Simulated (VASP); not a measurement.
```
MoSi2
1.0
   -1.58925     1.58925     3.89834
    1.58925    -1.58925     3.89834
    1.58925     1.58925    -3.89834
Si Mo
2 1
Cartesian
  1.58925   1.58925   1.29036
  0.00000   0.00000   2.60798
  1.58925   1.58925   3.89834
```

Method: PBE GGA with D3 dispersion (Becke-Johnson damping), VASP's PBE PAW potentials (set 64) (plane waves; VASP). Run with 520 eV cut-off, 15×15×15 Γ-centred mesh, tetrahedra with Blöchl corrections, potentials Si Mo_sv.

The cores are frozen, which limits the accuracy of field gradients.

Question: Give the principal components of the electric field gradient (V/Å²) and the asymmetry η at each nucleus.

Answer: 
```
atom   Vxx   Vyy    Vzz     η
----  ----  ----  -----  ----
Si1    6.1   6.1  -12.2  0.00
Si2    6.1   6.1  -12.2  0.00
Mo3   30.5  30.5  -61.0  0.00
```

The compound is MoSi2 in the MoSi2 type structure. It was relaxed first.
